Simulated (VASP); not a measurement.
Calculation: PBEsol GGA, VASP's PBE PAW potentials (set 64) (plane waves; VASP).

VASP ran on this input.

File POSCAR:
```
TiO2
1
    4.5380616850     0.0000000000    -0.0000000000
    0.0000000000     5.5001652801     0.0000000000
    0.0000000000     0.0000000000     4.8896726580
Ti O
4 8
Direct
  0.5000000000   0.6737086538   0.7500000000
  0.5000000000   0.3262913462   0.2500000000
  0.0000000000   0.8262913462   0.2500000000
  0.0000000000   0.1737086538   0.7500000000
  0.7284600322   0.6184132961   0.0814460656
  0.2715399678   0.3815867039   0.9185539344
  0.7715399678   0.8815867039   0.5814460656
  0.2284600322   0.1184132961   0.4185539344
  0.2284600322   0.8815867039   0.9185539344
  0.7715399678   0.1184132961   0.0814460656
  0.2715399678   0.6184132961   0.4185539344
  0.7284600322   0.3815867039   0.5814460656
```

**KPOINTS**
```
Automatic mesh
0
Gamma
6 5 6
0 0 0
```

### INCAR
```
! general
SYSTEM  = TiO2
PREC    = Accurate
ENCUT   = 520
LREAL   = .FALSE.
LASPH   = .TRUE.
NBANDS  = 171

! electronic loop
EDIFF   = 1E-7
NELM    = 100
ALGO    = Normal
LMAXMIX = 4

! smearing
ISMEAR  = 0
SIGMA   = 0.01

! functional
GGA     = PS

! output
LWAVE   = .FALSE.
LCHARG  = .FALSE.
NEDOS   = 1001

! other
LOPTICS = .TRUE.
CSHIFT  = 0.1
```

POTCAR, in this order: Ti_sv O (PBE.64 set). Program: vasp_std.

Q: What will the output report for the number of irreducible k-points (NKPTS), largest plane-wave count, number of space-group operations, FFT grid (NGX, NGY, NGZ)?

A: 
| Quantity | Result |
|---|---|
| number of irreducible k-points (NKPTS) | 48 |
| largest plane-wave count | 3308 |
| number of space-group operations | 8 |
| FFT grid (NGX, NGY, NGZ) | 36 × 42 × 36 |

The structure comes from a computed database's TiO2 entry (Pbcn); how it stands against other phases isn't given here. It was relaxed first.
